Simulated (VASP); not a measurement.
Consider the following.

```
TiSe2
1.0
    1.77000    -3.06573     0.00000
    1.77000     3.06573     0.00000
    0.00000     0.00000     6.01000
Ti Se
1 2
Direct
  0.00000   0.00000   0.00000
  0.33333   0.66667   0.25500
  0.66667   0.33333   0.74500
```

These are PBE GGA, VASP's PBE PAW potentials (set 64) (plane waves; VASP) values and carry that method's errors. Numerical set-up: 400 eV cut-off, 9×9×5 Γ-centred mesh, first-order Methfessel-Paxton smearing of 0.10 eV, potentials Ti_sv Se.

Q: What does the run give for the energy per atom (σ→0), pressure, band gap (on the k-mesh) with the smallest direct gap where there is one?

A: 
```yaml
band gap (on the k-mesh): none (metal, semimetal or under 0.01 eV)
energy per atom (σ→0): -6.059 eV/atom
pressure: 1.17 GPa
```

The absolute energy has meaning only against runs of the same code, potentials and settings.

The compound is TiSe2 in the 1T layered structure. The cell was not relaxed at this level.
